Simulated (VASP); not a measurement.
Output of a VASP run:

File OUTCAR:
```
 ion  position               nearest neighbor table
   1  0.500  0.000  0.000-   2 2.50  30 2.50  45 2.50  61 2.50
   2  0.625  0.125  0.125-   1 2.50   3 2.50   5 2.50  17 2.50
   3  0.750  0.250  0.000-   2 2.50   4 2.50  26 2.50  47 2.50
   4  0.875  0.375  0.125-   3 2.50  19 2.50  27 2.50  31 2.50
   5  0.750  0.000  0.250-   2 2.50   6 2.50  14 2.50  36 2.50
   6  0.875  0.125  0.375-   5 2.50  23 2.50  31 2.50  37 2.50
   7  0.000  0.000  0.000-   8 2.50  14 2.50  26 2.50  63 2.50
   8  0.125  0.125  0.125-   7 2.50   9 2.50  15 2.50  31 2.50
   9  0.250  0.250  0.000-   8 2.50  10 2.50  45 2.50  57 2.50
  10  0.375  0.375  0.125-   9 2.50  11 2.50  17 2.50  33 2.50
  11  0.500  0.500  0.000-  10 2.50  12 2.50  47 2.50  59 2.50
  12  0.625  0.625  0.125-  11 2.50  13 2.50  19 2.50  35 2.50
  13  0.750  0.750  0.000-  12 2.50  14 2.50  49 2.50  61 2.50
  14  0.875  0.875  0.125-   5 2.50   7 2.50  13 2.50  50 2.50
  15  0.250  0.000  0.250-   8 2.50  16 2.50  30 2.50  51 2.50
  16  0.375  0.125  0.375-  15 2.50  17 2.50  21 2.50  39 2.50
  17  0.500  0.250  0.250-  18 2.46  10 2.50  16 2.50   2 2.50
  18  0.621  0.372  0.376-  17 2.46  64 2.48  23 2.50  19 2.56
  19  0.750  0.500  0.250-   4 2.50  12 2.50  20 2.50  18 2.56
  20  0.875  0.625  0.375-  19 2.50  42 2.50  50 2.50  52 2.50
  21  0.500  0.000  0.500-  16 2.50  22 2.50  36 2.50  55 2.50
  22  0.625  0.125  0.625-  21 2.50  23 2.50  25 2.50  46 2.50
  23  0.750  0.250  0.500-  18 2.50   6 2.50  22 2.50  24 2.50
  24  0.875  0.375  0.625-  23 2.50  48 2.50  52 2.50  56 2.50
  25  0.750  0.000  0.750-  22 2.50  26 2.50  43 2.50  61 2.50
  26  0.875  0.125  0.875-   3 2.50   7 2.50  25 2.50  56 2.50
  27  0.000  0.500  0.000-   4 2.50  28 2.50  49 2.50  57 2.50
  28  0.125  0.625  0.125-  27 2.50  29 2.50  33 2.50  50 2.50
  29  0.250  0.750  0.000-  28 2.50  30 2.50  59 2.50  63 2.50
  30  0.375  0.875  0.125-   1 2.50  15 2.50  29 2.50  35 2.50
  31  0.000  0.250  0.250-   4 2.50   6 2.50   8 2.50  32 2.50
  32  0.125  0.375  0.375-  31 2.50  33 2.50  39 2.50  52 2.50
  33  0.250  0.500  0.250-  34 2.45  28 2.50  32 2.50  10 2.50
  34  0.371  0.622  0.373-  33 2.45  64 2.49  54 2.51  35 2.54
  35  0.500  0.750  0.250-  12 2.50  30 2.50  36 2.50  34 2.54
  36  0.625  0.875  0.375-   5 2.50  21 2.50  35 2.50  42 2.50
  37  0.000  0.000  0.500-   6 2.50  38 2.50  43 2.50  51 2.50
  38  0.125  0.125  0.625-  37 2.50  39 2.50  44 2.50  56 2.50
  39  0.250  0.250  0.500-  40 2.48  32 2.50  38 2.50  16 2.50
  40  0.378  0.371  0.622-  39 2.48  46 2.48  64 2.50  58 2.58
  41  0.628  0.622  0.624-  48 2.47  42 2.50  64 2.53  60 2.54
  42  0.750  0.750  0.500-  41 2.50  36 2.50  20 2.50  43 2.50
  43  0.875  0.875  0.625-  25 2.50  37 2.50  42 2.50  62 2.50
  44  0.250  0.000  0.750-  38 2.50  45 2.50  55 2.50  63 2.50
  45  0.375  0.125  0.875-   1 2.50   9 2.50  44 2.50  46 2.50
  46  0.500  0.250  0.750-  40 2.48  22 2.50  45 2.50  47 2.50
  47  0.625  0.375  0.875-   3 2.50  11 2.50  46 2.50  48 2.50
  48  0.750  0.500  0.750-  41 2.47  24 2.50  47 2.50  49 2.50
  49  0.875  0.625  0.875-  13 2.50  27 2.50  48 2.50  62 2.50
  50  0.000  0.750  0.250-  14 2.50  20 2.50  28 2.50  51 2.50
  51  0.125  0.875  0.375-  15 2.50  37 2.50  50 2.50  54 2.50
  52  0.000  0.500  0.500-  20 2.50  24 2.50  32 2.50  53 2.50
  53  0.125  0.625  0.625-  52 2.50  54 2.50  58 2.50  62 2.50
  54  0.250  0.750  0.500-  51 2.50  53 2.50  55 2.50  34 2.51
  55  0.375  0.875  0.625-  21 2.50  44 2.50  54 2.50  60 2.50
  56  0.000  0.250  0.750-  24 2.50  26 2.50  38 2.50  57 2.50
  57  0.125  0.375  0.875-   9 2.50  27 2.50  56 2.50  58 2.50
  58  0.250  0.500  0.750-  53 2.50  57 2.50  59 2.50  40 2.58
  59  0.375  0.625  0.875-  11 2.50  29 2.50  58 2.50  60 2.50
  60  0.500  0.750  0.750-  55 2.50  59 2.50  61 2.50  41 2.54
  61  0.625  0.875  0.875-   1 2.50  13 2.50  25 2.50  60 2.50
  62  0.000  0.750  0.750-  43 2.50  49 2.50  53 2.50  63 2.50
  63  0.125  0.875  0.875-   7 2.50  29 2.50  44 2.50  62 2.50
  64  0.498  0.500  0.497-  18 2.48  34 2.49  40 2.50  41 2.53
 Subroutine IBZKPT returns following result:
 Found      1 irreducible k-points:

 Following reciprocal coordinates:
            Coordinates               Weight
  0.000000  0.000000  0.000000      1.000000
   k-points           NKPTS =      1   k-points in BZ     NKDIM =      1   number of bands    NBANDS=    162
   number of dos      NEDOS =    301   number of ions     NIONS =     64
   total plane-waves  NPLWV = 216000
   dimension x,y,z NGX =    60 NGY =   60 NGZ =   60
   dimension x,y,z NGXF=   120 NGYF=  120 NGZF=  120
   ions per type =              63   1
   PREC   = normal    normal or accurate (medium, high low for compatibility)
   ISTART =      0    job   : 0-new  1-cont  2-samecut
   ICHARG =      2    charge: 1-file 2-atom 10-const
...
```

File OSZICAR:
```
...
       N       E                     dE             d eps       ncg     rms          rms(c)
DAV:   1    -0.277246210409E+03   -0.48058E-03   -0.74641E-02   344   0.509E-01    0.998E-02
RMM:   2    -0.277246678589E+03   -0.46818E-03   -0.55125E-03   324   0.133E-01    0.336E-02
RMM:   3    -0.277246756119E+03   -0.77530E-04   -0.79891E-04   338   0.529E-02    0.174E-02
RMM:   4    -0.277246763529E+03   -0.74100E-05   -0.12101E-04   317   0.202E-02    0.778E-03
RMM:   5    -0.277246765274E+03   -0.17450E-05   -0.19612E-05   211   0.850E-03
   7 F= -.27724677E+03 E0= -.27721420E+03  d E =-.630183E-01
       N       E                     dE             d eps       ncg     rms          rms(c)
DAV:   1    -0.277253681906E+03   -0.69184E-02   -0.73470E-01   352   0.158E+00    0.297E-01
RMM:   2    -0.277258495279E+03   -0.48134E-02   -0.57669E-02   324   0.417E-01    0.100E-01
RMM:   3    -0.277259282474E+03   -0.78720E-03   -0.81692E-03   336   0.163E-01    0.522E-02
RMM:   4    -0.277259365688E+03   -0.83214E-04   -0.12310E-03   342   0.610E-02    0.231E-02
RMM:   5    -0.277259385880E+03   -0.20192E-04   -0.23929E-04   347   0.265E-02    0.103E-02
RMM:   6    -0.277259389896E+03   -0.40151E-05   -0.40963E-05   224   0.112E-02
   8 F= -.27725939E+03 E0= -.27723228E+03  d E =-.126246E-01
       N       E                     dE             d eps       ncg     rms          rms(c)
DAV:   1    -0.277259586264E+03   -0.20038E-03   -0.12346E-02   352   0.205E-01    0.381E-02
RMM:   2    -0.277259667279E+03   -0.81015E-04   -0.95494E-04   324   0.536E-02    0.130E-02
RMM:   3    -0.277259680447E+03   -0.13168E-04   -0.13013E-04   311   0.207E-02    0.656E-03
RMM:   4    -0.277259681867E+03   -0.14206E-05   -0.18382E-05   200   0.768E-03
   9 F= -.27725968E+03 E0= -.27723185E+03  d E =-.129166E-01
       N       E                     dE             d eps       ncg     rms          rms(c)
DAV:   1    -0.277263362695E+03   -0.36822E-02   -0.18625E-01   344   0.800E-01    0.155E-01
RMM:   2    -0.277264640393E+03   -0.12777E-02   -0.14924E-02   324   0.216E-01    0.489E-02
RMM:   3    -0.277264845475E+03   -0.20508E-03   -0.20943E-03   333   0.855E-02    0.249E-02
RMM:   4    -0.277264869160E+03   -0.23685E-04   -0.33416E-04   337   0.328E-02    0.113E-02
RMM:   5    -0.277264875698E+03   -0.65381E-05   -0.72777E-05   255   0.147E-02
  10 F= -.27726488E+03 E0= -.27723454E+03  d E =-.519383E-02
       N       E                     dE             d eps       ncg     rms          rms(c)
DAV:   1    -0.277264944371E+03   -0.75211E-04   -0.41789E-03   376   0.120E-01    0.238E-02
RMM:   2    -0.277264974324E+03   -0.29953E-04   -0.34937E-04   324   0.334E-02    0.768E-03
RMM:   3    -0.277264979416E+03   -0.50922E-05   -0.51946E-05   236   0.134E-02    0.409E-03
RMM:   4    -0.277264980071E+03   -0.65444E-06   -0.84598E-06   185   0.521E-03
  11 F= -.27726498E+03 E0= -.27723425E+03  d E =-.529820E-02
       N       E                     dE             d eps       ncg     rms          rms(c)
DAV:   1    -0.277265773688E+03   -0.79427E-03   -0.28008E-02   328   0.311E-01    0.619E-02
RMM:   2    -0.277265919726E+03   -0.14604E-03   -0.19282E-03   324   0.790E-02    0.225E-02
RMM:   3    -0.277265942229E+03   -0.22503E-04   -0.29289E-04   332   0.320E-02    0.104E-02
RMM:   4    -0.277265945763E+03   -0.35345E-05   -0.46230E-05   240   0.124E-02
  12 F= -.27726595E+03 E0= -.27723529E+03  d E =-.965692E-03
```

OUTCAR:
```
------------------------ aborting loop because EDIFF is reached ----------------------------------------
  FORCE on cell =-STRESS in cart. coord.  units (eV):
  Direction    XX          YY          ZZ          XY          YZ          ZX
  --------------------------------------------------------------------------------------
  Total       31.7827083     27.2214110     31.7708887      1.5171750      1.5185240     18.3870241
  in kB       32.8999114     28.1782786     32.8876763      1.5705056      1.5719020     19.0333516
  external PRESSURE =      31.3219554 kB  Pullay stress =       0.0000000 kB
  volume of cell :     1547.77
      direct lattice vectors                 reciprocal lattice vectors
    11.567395522  0.000000000  0.000000000     0.086449884  0.000000000  0.000000000
     0.000000000 11.567395522  0.000000000     0.000000000  0.086449884  0.000000000
     0.000000000  0.000000000 11.567395522     0.000000000  0.000000000  0.086449884
 POSITION                                       TOTAL-FORCE (eV/Angst)
 -----------------------------------------------------------------------------------
      5.78509      0.01376     11.56585         0.001549     -0.005659      0.002876
      7.22555      1.43533      1.45299        -0.012766      0.003771      0.000145
      8.68125      2.90883      0.00756        -0.001994      0.000790      0.008742
     10.10278      4.32262      1.46091        -0.013220     -0.000621      0.001069
      8.67809      0.02391      2.89178         0.004513      0.006604      0.001449
     10.10514      1.43883      4.33912        -0.006362      0.000085     -0.002014
      0.00143      0.02073      0.00163         0.003519     -0.003290      0.003691
      1.44299      1.42746      1.44350        -0.008384      0.003068     -0.008404
      2.88851      2.90742     11.56148         0.008793      0.000114      0.000473
      4.33398      4.31570      1.43454        -0.011471     -0.003023     -0.003144
      5.78551      5.80686      0.00069         0.002733     -0.005254      0.006052
      7.22896      7.21021      1.44304        -0.008990      0.002551     -0.007769
      8.67586      8.69373     11.56678         0.007074     -0.000912     -0.004244
     10.12095     10.10522      1.44278        -0.007041     -0.002610     -0.003784
      2.88945      0.01258      2.88925         0.001042     -0.000073      0.002363
      4.33147      1.41528      4.33172        -0.003037     -0.002982     -0.005408
      5.76946      2.91249      2.89930         0.001181      0.008194      0.010228
      7.20233      4.33151      4.35389         0.001425     -0.000824     -0.003553
      8.66223      5.80801      2.90740         0.001408      0.014401      0.004509
     10.12140      7.20923      4.33278        -0.003225      0.001740     -0.003250
      5.78555      0.01669      5.78597         0.003340      0.000364      0.002052
      7.23195      1.41727      7.23112        -0.006698     -0.008750     -0.006422
      8.66487      2.91792      5.79664         0.001228     -0.001301      0.010552
     10.12492      4.31597      7.22754        -0.000594     -0.006085     -0.004090
      8.68115      0.01359      8.68070         0.005461     -0.002675      0.003390
     10.12070      1.42781     10.12055        -0.004233      0.002592     -0.004638
     11.56703      5.79470     11.56561         0.004464      0.003715      0.005759
      1.45270      7.21295      1.45085         0.003394     -0.010084      0.003862
      2.89537      8.69332      0.00252        -0.000225     -0.000758      0.014191
      4.33292     10.08944      1.45536        -0.004415     -0.004536      0.002031
     11.56141      2.90711      2.88989         0.000055      0.001396      0.007791
      1.43498      4.31475      4.33547        -0.002571     -0.003816     -0.012097
      2.89687      5.78513      2.89813         0.019298     -0.004926      0.015146
      4.34625      7.18980      4.34971         0.010585     -0.008153      0.004852
      5.78818      8.68135      2.90477         0.004152      0.000189      0.007183
      7.22858     10.10489      4.33368        -0.001998      0.003216     -0.009702
     11.56724      0.01580      5.78447         0.003933     -0.007693      0.001329
      1.45540      1.43630      7.22492        -0.002027      0.001872     -0.009258
      2.90219      2.91404      5.77096         0.011110      0.006525     -0.003286
      4.35998      4.33151      7.20203        -0.006993     -0.000720      0.001129
      7.20884      7.18513      7.20154        -0.007382     -0.002271      0.000962
      8.66610      8.68063      5.77866         0.007101      0.005225      0.002513
     10.10697     10.08836      7.23196        -0.012412     -0.003029     -0.003799
      2.89243      0.02340      8.67852         0.001782      0.009270      0.004046
      4.33874      1.43846     10.10640        -0.000581      0.001564     -0.009772
      5.79901      2.91642      8.66666         0.005924      0.002424      0.001353
      7.22870      4.31742     10.12501        -0.000055     -0.005805     -0.001033
      8.66576      5.78866      8.66376         0.001327     -0.002297      0.004660
     10.10557      7.21354     10.10664        -0.008322     -0.006939     -0.012766
      0.00447      8.69357      2.89336         0.014856     -0.001772      0.000419
      1.45550     10.08973      4.33290         0.002448     -0.004790     -0.005120
      0.00092      5.80598      5.78593         0.004574     -0.002262      0.001530
      1.44242      7.20823      7.23122        -0.008686      0.004140     -0.008820
      2.90211      8.68224      5.79197         0.005947      0.000009      0.001723
      4.33489     10.10404      7.22967        -0.008763      0.004948     -0.002020
      0.00746      2.90813      8.68010         0.013070     -0.000191      0.000597
...
```
(Selected blocks of OUTCAR.)

POSCAR:
```
Ge63P
1
   11.5673955220     0.0000000000     0.0000000000
    0.0000000000    11.5673955220    -0.0000000000
   -0.0000000000    -0.0000000000    11.5673955220
Ge P
63 1
Direct
  0.5000000000   0.0000000000   0.0000000000
  0.6250000000   0.1250000000   0.1250000000
  0.7500000000   0.2500000000   0.0000000000
  0.8750000000   0.3750000000   0.1250000000
  0.7500000000   0.0000000000   0.2500000000
  0.8750000000   0.1250000000   0.3750000000
  0.0000000000   0.0000000000   0.0000000000
  0.1250000000   0.1250000000   0.1250000000
  0.2500000000   0.2500000000   0.0000000000
  0.3750000000   0.3750000000   0.1250000000
  0.5000000000   0.5000000000   0.0000000000
  0.6250000000   0.6250000000   0.1250000000
  0.7500000000   0.7500000000   0.0000000000
  0.8750000000   0.8750000000   0.1250000000
  0.2500000000   0.0000000000   0.2500000000
  0.3750000000   0.1250000000   0.3750000000
  0.5000000000   0.2500000000   0.2500000000
  0.6207430000   0.3718150000   0.3762840000
  0.7500000000   0.5000000000   0.2500000000
  0.8750000000   0.6250000000   0.3750000000
  0.5000000000   0.0000000000   0.5000000000
  0.6250000000   0.1250000000   0.6250000000
  0.7500000000   0.2500000000   0.5000000000
  0.8750000000   0.3750000000   0.6250000000
  0.7500000000   0.0000000000   0.7500000000
  0.8750000000   0.1250000000   0.8750000000
  0.0000000000   0.5000000000   0.0000000000
  0.1250000000   0.6250000000   0.1250000000
  0.2500000000   0.7500000000   0.0000000000
  0.3750000000   0.8750000000   0.1250000000
  0.0000000000   0.2500000000   0.2500000000
  0.1250000000   0.3750000000   0.3750000000
  0.2500000000   0.5000000000   0.2500000000
  0.3708940000   0.6223350000   0.3729050000
  0.5000000000   0.7500000000   0.2500000000
  0.6250000000   0.8750000000   0.3750000000
  0.0000000000   0.0000000000   0.5000000000
  0.1250000000   0.1250000000   0.6250000000
  0.2500000000   0.2500000000   0.5000000000
  0.3781330000   0.3706750000   0.6216830000
  0.6275250000   0.6223660000   0.6244890000
  0.7500000000   0.7500000000   0.5000000000
  0.8750000000   0.8750000000   0.6250000000
  0.2500000000   0.0000000000   0.7500000000
  0.3750000000   0.1250000000   0.8750000000
  0.5000000000   0.2500000000   0.7500000000
  0.6250000000   0.3750000000   0.8750000000
  0.7500000000   0.5000000000   0.7500000000
  0.8750000000   0.6250000000   0.8750000000
  0.0000000000   0.7500000000   0.2500000000
  0.1250000000   0.8750000000   0.3750000000
  0.0000000000   0.5000000000   0.5000000000
  0.1250000000   0.6250000000   0.6250000000
  0.2500000000   0.7500000000   0.5000000000
  0.3750000000   0.8750000000   0.6250000000
  0.0000000000   0.2500000000   0.7500000000
  0.1250000000   0.3750000000   0.8750000000
  0.2500000000   0.5000000000   0.7500000000
  0.3750000000   0.6250000000   0.8750000000
  0.5000000000   0.7500000000   0.7500000000
  0.6250000000   0.8750000000   0.8750000000
  0.0000000000   0.7500000000   0.7500000000
  0.1250000000   0.8750000000   0.8750000000
  0.4981520000   0.5003520000   0.4965900000
```

Reconstruct the remaining input files.

Several could match; the one computed here: the input of the run itself, PBE GGA, plane waves, VASP's PBE PAW potentials (set 64).

KPOINTS:
```
kpoints
0
gamma
 1 1 1
```

INCAR:
```
SYSTEM  =  Ge63P
PREC  =  Normal; ENCUT  =  400; LREAL  =  Auto
LASPH  =  .True.; ISYM  =  0; NELECT  =  258.0
EDIFF  =  1E-5; NELM  =  100; NELMIN  =  4
ALGO  =  Fast; LMAXMIX  =  4
ISMEAR  =  0; SIGMA  =  0.05
GGA  =  PE
IBRION  =  2; NSW  =  60; ISIF  =  2
EDIFFG  =  -0.03
LWAVE  =  .True.; LCHARG  =  .False.
```

POTCAR, in this order: Ge P (PBE.64 set). Program: vasp_gam.

The cell is charged, with a uniform compensating background. The supercell is sampled at Γ alone, which is coarse: total energies, pressure and levels can be off, energies of defects by several tenths of an eV.

The cell is a supercell with a defect, built from Ge (diamond): P_Ge, charge -1. The run is not spin-polarised, so no state with unpaired spins was tried.
